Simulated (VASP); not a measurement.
```
Zr
1.0
    1.64730    -2.85321     0.00000
    1.64730     2.85321     0.00000
    0.00000     0.00000     5.25300
Zr
2
Direct
  0.33333   0.66667   0.25000
  0.66667   0.33333   0.75000
```

These are PBE GGA, VASP's PBE PAW potentials (set 64) (plane waves; VASP) values and carry that method's errors. Run with 400 eV cut-off, 9×9×4 Monkhorst-Pack mesh, first-order Methfessel-Paxton smearing of 0.10 eV, potentials Zr_sv.

Gaps are read on the run's mesh, which can miss a band edge.

Estimate the energy per atom (σ→0), pressure, band gap (on the k-mesh) with the smallest direct gap where there is one.

```
Item                                                        Result
------------------------  ----------------------------------------
band gap (on the k-mesh)  none (metal, semimetal or under 0.01 eV)
energy per atom (σ→0)                               -8.502 eV/atom
pressure                                                 -4.94 GPa
```

Only differences to runs with the same potentials and settings are physical.

The compound is Zr in the hcp structure. The cell was not relaxed at this level. The run is one of a series of settings (KPOINTS 9×9×4 Monkhorst-Pack mesh against the base run), some of them coarse on purpose.
